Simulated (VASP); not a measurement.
Crystal: P4Pd.

```xyz
5
Lattice="3.8777 0.0000 0.0000 0.0000 3.8777 0.0000 0.0000 0.0000 7.6111" Properties=species:S:1:pos:R:3 pbc="T T T"
P     0.0000    0.0000    5.7720
P     0.0000    0.0000    1.8392
P     0.0000    0.0000    3.8056
P     1.9389    1.9389    3.8056
Pd    1.9389    1.9389    0.0000
```

The cell was built by a generator and needn't be a form met in nature.

```yaml
Program: VASP 6.6.1
Task: relaxation of cell and atoms
Functional: PBE
Potentials_or_basis: VASP PAW PBE potentials, release 64 (P, Pd)
Cutoff: 600 eV
k_mesh: 7 × 7 × 4
Occupations: gaussian, width 0.05 eV
Spin: no spin polarisation
```

At the start: pressure -6.0 GPa; volume 22.89 Å³/atom.

Q: Where does the relaxation end?

A: Over 24 steps the energy falls by 864.5 meV/atom and the volume is 16.76 Å³/atom (-26.8 %); space group P4/mmm (No. 123, to 0.05 Å).

Step by step:
```tsv
step	energy change (eV)	largest force (eV/Å)	pressure (GPa)	volume (Å³)
1	0.0000	3.3829	-6.00	114.45
2	-2.0259	1.6108	-11.33	100.44
3	-3.6698	1.0650	-3.36	82.43
4	-3.5030	0.2729	9.83	75.96
5	-3.7102	0.8466	-0.13	80.41
6	-3.7074	0.7786	1.00	79.76
7	-3.8749	0.5144	1.04	79.98
8	-3.9847	0.4564	1.22	80.14
9	-4.2557	0.3278	3.15	80.25
10	1.5887	31.2518	36.42	79.63
11	-4.2416	0.4638	2.28	80.25
12	-3.9241	3.7589	8.39	80.08
13	-4.2708	0.3289	2.53	80.24
14	-4.2818	0.3089	3.55	80.20
15	-4.2886	0.0054	3.16	80.22
16	-4.1906	0.3431	-5.52	89.04
17	-4.3137	0.0852	0.07	82.84
18	-4.3137	0.0809	0.16	82.76
19	-4.3207	0.1628	-0.29	83.66
20	-4.3207	0.1637	-0.31	83.67
21	-4.3193	0.1561	1.02	83.33
22	-4.3221	0.0327	0.25	83.53
23	-4.3223	0.0372	-0.12	84.01
24	-4.3225	0.0056	0.04	83.80
```

Final structure:
```
CELL_PARAMETERS angstrom
3.34827 0.00000 0.00000
0.00000 3.34827 0.00000
0.00000 0.00000 7.47477
ATOMIC_POSITIONS crystal
P 0.00000 0.00000 0.85376
P 0.00000 0.00000 0.14624
P 0.00000 0.00000 0.50000
P 0.50000 0.50000 0.50000
Pd 0.50000 0.50000 0.00000
```

Caveat: the volume moved by over 15 % at a fixed basis, so the end points are rough.
